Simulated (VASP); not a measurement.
The system is RhN.

```xyz
2
Lattice="2.9628 0.0000 0.0000 -1.4814 2.5659 0.0000 0.0000 0.0000 2.8916" Properties=species:S:1:pos:R:3 pbc="T T T"
Rh    0.0000    0.0000    0.0000
N     1.4814    0.8553    1.4458
```

The cell comes from a database or a generator and needn't be the stable form of this composition.

Base run:

- Program: VASP 6.6.1
- Functional: PBE
- Potentials or basis: VASP PAW PBE potentials, release 64 (Rh_pv, N)
- Cutoff: 520 eV
- k mesh: 7 × 7 × 7
- Occupations: gaussian, width 0.05 eV
- Spin: collinear spin, ferromagnetic start
- Starting moments: [0.6, 0.0] μB
- Hubbard terms: Rh d U = 2 eV

Its results: pressure -13.5 GPa.

**Question.** The run is repeated on the same cell with these changes: further incar settings from ALGO = Normal; EDIFF = 1e-06 to ALGO = Normal; EDIFF = 1e-06; NBANDS = 21; fixed moment from none to 4 μB. What comes out?

**Answer.** Pressure 21.1 GPa; site moments Rh +2.66; N +1.02 μB.

Caveats: the moment is held away from its start (some runs); the total moment is fixed, so each spin has its own Fermi level (some runs).
